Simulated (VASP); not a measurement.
```
CELL_PARAMETERS angstrom
      1.91711    -5.06603     0.00000
      1.91711     5.06603     0.00000
      0.00000     0.00000     3.77808
ATOMIC_POSITIONS crystal
  P  0.56400 0.43600 0.25000
  P  0.43600 0.56400 0.75000
  W  0.85475 0.14525 0.25000
  W  0.14525 0.85475 0.75000
```

The base run (VASP): PBE GGA, plane waves, VASP's PBE PAW potentials (set 64). Settings: 400 eV cut-off, 6×6×5 Γ-centred mesh, Gaussian smearing of 0.050 eV, potentials P W_sv.

One setting is varied; ΔE counts from the base run. The base run took about 60 core-seconds. Costs are core time on shared hosts, one run each; read them as rough ratios.

| setting | cost over the base run | electronic steps | ΔE (meV/atom) |
|---|---|---|---|
| base run | reference | 13 | 0.0 |
| AMIX = 0.1, BMIX = 3.0, IMIX = 4 | within a factor of 2 | 18 | 0.0 |
| AMIX = 0.1, BMIX = 1.0, IMIX = 4 | within a factor of 2 | 18 | 0.0 |
| AMIX = 0.6, BMIX = 3.0, IMIX = 1 | within a factor of 2 | 19 | 0.0 |
| AMIX = 0.05, BMIX = 1.0, IMIX = 4 | within a factor of 2 | 20 | 0.0 |
| AMIX = 0.1, BMIX = 0.0001, IMIX = 1 | about 4 times | 45 | 0.0 |

Left out are runs that failed, have no time on record or changed the cell.

The structure was generated: PW was put into the CrB type (Cmcm), which need not be its known phase. The cell was not relaxed at this level.
